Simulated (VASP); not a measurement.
Input:

```
K
1.0
   -2.57988     2.57988     2.57988
    2.57988    -2.57988     2.57988
    2.57988     2.57988    -2.57988
K
1
Cartesian
  0.00000   0.00000   0.00000
```

Method: PBE GGA with D3 dispersion (Becke-Johnson damping), VASP's PBE PAW potentials (set 64) (plane waves; VASP). Run with 520 eV cut-off, 11×11×11 Γ-centred mesh, tetrahedra with Blöchl corrections, potentials K_sv.

Task: What does the run give for the energy per atom (σ→0), band gap (on the k-mesh) with the smallest direct gap where there is one?

Result: 
The band gap (on the k-mesh) comes out as none (metal, semimetal or under 0.01 eV) and the energy per atom (σ→0) comes out as -1.164 eV/atom.

The compound is K in the bcc structure. It was relaxed first, which changed the volume by -7 %.
